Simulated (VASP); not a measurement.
Computed with PBEsol GGA, VASP's PBE PAW potentials (set 64) (plane waves; VASP).

Input for VASP

KPOINTS:
```
Automatic
0
Gamma
 16 16 16
```

### INCAR
```
! general
SYSTEM  = Cu
PREC    = Accurate
ENCUT   = 480
LREAL   = .FALSE.
LASPH   = .TRUE.

! electronic loop
EDIFF   = 1E-6
NELM    = 100
ALGO    = Normal
LMAXMIX = 4

! smearing
ISMEAR  = 1
SIGMA   = 0.1

! functional
GGA     = PS

! ions
IBRION  = 2
NSW     = 60
ISIF    = 3
EDIFFG  = -0.01

! output
LWAVE   = .FALSE.
LCHARG  = .FALSE.
```

**POSCAR**
```
Cu
1.0
  0.0000000000   1.7838586276   1.7838586276
  1.7838586276   0.0000000000   1.7838586276
  1.7838586276   1.7838586276   0.0000000000
Cu
1
Cartesian
  0.0000000000   0.0000000000   0.0000000000
```

POTCAR, in this order: Cu (PBE.64 set). Program: vasp_std.

Output

### OSZICAR
```
       N       E                     dE             d eps       ncg     rms          rms(c)
DAV:   1     0.338394021138E+02    0.33839E+02   -0.55053E+03  2658   0.192E+03
DAV:   2    -0.499839915459E+01   -0.38838E+02   -0.37054E+02  2628   0.192E+02
DAV:   3    -0.540098161766E+01   -0.40258E+00   -0.40158E+00  3118   0.285E+01
DAV:   4    -0.540380954584E+01   -0.28279E-02   -0.28276E-02  3234   0.207E+00
DAV:   5    -0.540384375719E+01   -0.34211E-04   -0.34211E-04  3153   0.180E-01    0.842E+00
DAV:   6    -0.474046424657E+01    0.66338E+00   -0.19888E+01  2742   0.104E+02    0.414E+00
DAV:   7    -0.432232446887E+01    0.41814E+00   -0.29689E+00  2787   0.400E+01    0.577E-01
DAV:   8    -0.430974249459E+01    0.12582E-01   -0.62372E-03  2947   0.160E+00    0.331E-01
DAV:   9    -0.430774640858E+01    0.19961E-02   -0.12495E-02  2882   0.236E+00    0.245E-02
DAV:  10    -0.430775288180E+01   -0.64732E-05   -0.38729E-05  3820   0.125E-01    0.640E-03
DAV:  11    -0.430775370166E+01   -0.81986E-06   -0.61678E-07  1927   0.182E-02
   1 F= -.43077537E+01 E0= -.43077600E+01  d E =-.430775E+01
```

OUTCAR:
```
------------------------ aborting loop because EDIFF is reached ----------------------------------------
  FORCE on cell =-STRESS in cart. coord.  units (eV):
  Direction    XX          YY          ZZ          XY          YZ          ZX
  --------------------------------------------------------------------------------------
  Total       -0.0059056     -0.0059056     -0.0059056      0.0000000      0.0000000      0.0000000
  in kB       -0.8334237     -0.8334237     -0.8334237      0.0000000      0.0000000      0.0000000
  external PRESSURE =      -0.8334237 kB  Pullay stress =       0.0000000 kB
  volume of cell :       11.35
      direct lattice vectors                 reciprocal lattice vectors
     0.000000000  1.783858628  1.783858628    -0.280291270  0.280291270  0.280291270
     1.783858628  0.000000000  1.783858628     0.280291270 -0.280291270  0.280291270
     1.783858628  1.783858628  0.000000000     0.280291270  0.280291270 -0.280291270
 POSITION                                       TOTAL-FORCE (eV/Angst)
 -----------------------------------------------------------------------------------
      0.00000      0.00000      0.00000         0.000000     -0.000000      0.000000
 -----------------------------------------------------------------------------------
    total drift:                                0.000000     -0.000000      0.000000
  FREE ENERGIE OF THE ION-ELECTRON SYSTEM (eV)
  ---------------------------------------------------
  free  energy   TOTEN  =        -4.3077537017 eV

  energy  without entropy=       -4.3077724673  energy(sigma->0) =       -4.30775996

 reached required accuracy - stopping structural energy minimisation
```
(Selected blocks of OUTCAR.)

**OUTCAR**
```
 val. band max:        7.8477048866   @ k =   0.5000   0.1875   0.0625

 cond. band min:       7.9211902027   @ k =   0.5000   0.3125   0.1250


 Fermi energy:         7.8541592600

 k-point     1 :       0.0000    0.0000    0.0000
  band No.  band energies     occupation
      1      -1.7966      2.00000
      2       4.7508      2.00000
      3       4.7508      2.00000
      4       4.7508      2.00000
      5       5.6353      2.00000
      6       5.6353      2.00000
      7      30.7975      0.00000
      8      33.7194      0.00000
      9      33.7194      0.00000

 k-point     2 :       0.0625    0.0000    0.0000
  band No.  band energies     occupation
      1      -1.6502      2.00000
      2       4.7184      2.00000
      3       4.7795      2.00000
      4       4.7795      2.00000
      5       5.6240      2.00000
      6       5.6240      2.00000
      7      29.9892      0.00000
      8      32.1180      0.00000
      9      33.2696      0.00000

 k-point     3 :       0.1250    0.0000    0.0000
  band No.  band energies     occupation
      1      -1.2174      2.00000
      2       4.6323      2.00000
      3       4.8504      2.00000
      4       4.8504      2.00000
      5       5.6039      2.00000
      6       5.6039      2.00000
      7      27.1084      0.00000
      8      31.5123      0.00000
      9      32.5035      0.00000

 k-point     4 :       0.1875    0.0000    0.0000
  band No.  band energies     occupation
      1      -0.5216      2.00000
      2       4.5284      2.00000
      3       4.9155      2.00000
      4       4.9155      2.00000
      5       5.6197      2.00000
      6       5.6197      2.00000
      7      23.8273      0.00000
      8      31.1802      0.00000
      9      31.8155      0.00000

 k-point     5 :       0.2500    0.0000    0.0000
  band No.  band energies     occupation
      1       0.3817      2.00000
      2       4.4741      2.00000
      3       4.9182      2.00000
...
```

The compound is Cu in the fcc structure. It was relaxed first. The start is the result of an earlier pass.
